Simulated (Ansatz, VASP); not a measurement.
One calculation of ScF3, two programs

```xyz
4
Lattice="3.8520 0.0000 0.0000 0.0000 3.8520 0.0000 0.0000 0.0000 4.0125" Properties=species:S:1:pos:R:3 pbc="T T T"
Sc    0.0000    0.0000    0.0000
F     1.9260    0.0000    0.0000
F     0.0000    1.9260    0.0000
F     0.0000    0.0000    2.0062
```

Change from the starting cell: strain -0.040 along x and y, +0.000 along z, atoms carried along.

Alike in both runs: task single point; functional LDA; k mesh 6 × 6 × 6; occupations gaussian, width 0.05 eV; no spin polarisation.

|  | VASP | Ansatz |
| --- | --- | --- |
| version | VASP 6.6.1 | Ansatz 0.2.0 |
| potentials or method | VASP PAW LDA potentials, release 64 (Sc_sv, F) | scalar-relativistic, plane waves, PAW |
| plane-wave cutoff (eV) | 520 | 420 |
| valence electrons in the cell | 32 | 32 |

Ansatz gave:

- gap on the k mesh at the Fermi level (eV): 6.51
- least direct gap on the mesh (eV): 6.95
- pressure (GPa): 6.6
- largest component of the traceless stress (GPa): 8.18

Task: What did VASP give for the same quantities?

Result: gap on the k mesh at the Fermi level (eV): 6.49; least direct gap on the mesh (eV): 6.92; pressure (GPa): 7.6; largest component of the traceless stress (GPa): 8.44.

A k mesh can miss the band edges.
